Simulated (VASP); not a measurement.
Crystal: CaZr2N2.

```
Ca Zr N
1.0
     5.07300    0.00000    0.00000
     0.00000    5.07300    0.00000
     0.00000    0.00000    7.27156
Ca Zr N
2 4 4
Direct
  0.50000 0.50000 0.00000
  0.50000 0.50000 0.50000
  0.00000 0.50000 0.00000
  0.50000 0.00000 0.50000
  0.00000 0.00000 0.00000
  0.00000 0.00000 0.50000
  0.00000 0.50000 0.50000
  0.50000 0.00000 0.00000
  0.50000 0.50000 0.25000
  0.50000 0.50000 0.75000
```

The cell was built by a generator and needn't be a form met in nature.

```yaml
Program: VASP 6.6.1
Task: relaxation of cell and atoms
Functional: PBE
Potentials_or_basis: VASP PAW PBE potentials, release 64 (Ca_sv, Zr_sv, N)
Cutoff: 520 eV
k_mesh: 3 × 3 × 2
Occupations: gaussian, width 0.15 eV
Spin: no spin polarisation
```

At the start: pressure 9.7 GPa; volume 18.71 Å³/atom.

Problem. How do energy, volume and symmetry change on relaxing?

Solution. Over 6 steps the energy falls by 197.8 meV/atom and the volume is 21.77 Å³/atom (+16.3 %); space group P4_2/mmc (No. 131, to 0.05 Å).

The path:
```
step  energy change (eV)  largest force (eV/Å)  pressure (GPa)  volume (Å³)
   1              0.0000                0.0000            9.69       187.14
   2             -1.8926                0.0000            0.26       218.87
   3             -1.9217                0.0000           -0.66       223.24
   4             -1.9224                0.0000           -0.91       224.44
   5             -1.9663                0.0000           -0.55       220.80
   6             -1.9784                0.0000           -0.10       217.73
```

Final structure:
```
Ca Zr N
1.0
     5.09306    0.00000    0.00000
     0.00000    5.09306    0.00000
     0.00000    0.00000    8.39391
Ca Zr N
2 4 4
Direct
  0.50000 0.50000 0.00000
  0.50000 0.50000 0.50000
  0.00000 0.50000 0.00000
  0.50000 0.00000 0.50000
  0.00000 0.00000 0.00000
  0.00000 0.00000 0.50000
  0.00000 0.50000 0.50000
  0.50000 0.00000 0.00000
  0.50000 0.50000 0.25000
  0.50000 0.50000 0.75000
```

Caveat: the k mesh is coarse (spacing up to 0.43 Å⁻¹), so the values aren't converged; the volume moved by over 15 % at a fixed basis, so the end points are rough; the relaxation stopped at a loose force limit of 0.08 eV/Å, so its end isn't a converged minimum.
